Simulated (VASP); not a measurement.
Consider the following.

```xyz
4
Lattice="3.9200 0.0000 0.0000 0.0000 3.9200 0.0000 0.0000 0.0000 3.9200" Properties=species:S:1:pos:R:3 pbc="T T T"
Ti     0.0000     0.0000     0.0000
Pt     0.0000     1.9600     1.9600
Pt     1.9600     0.0000     1.9600
Pt     1.9600     1.9600     0.0000
```

The numbers are results of PBE GGA, VASP's PBE PAW potentials (set 64) (plane waves; VASP), not measurements. Settings: 300 eV cut-off, 6×6×6 Γ-centred mesh, Fermi-Dirac smearing of 0.10 eV, potentials Ti_sv Pt.

At this cut-off the stress carries a Pulay error, which pulls relaxed volumes low.

Task: Give the stress tensor in GPa (positive for a compressed cell).

Result: 
```
4.40  0.00  0.00
0.00  4.40  0.00
0.00  0.00  4.40
```
The pressure is its mean diagonal, 4.40 GPa.

The structure is a typed Pt3Ti crystal (Pm-3m). The cell was not relaxed at this level.
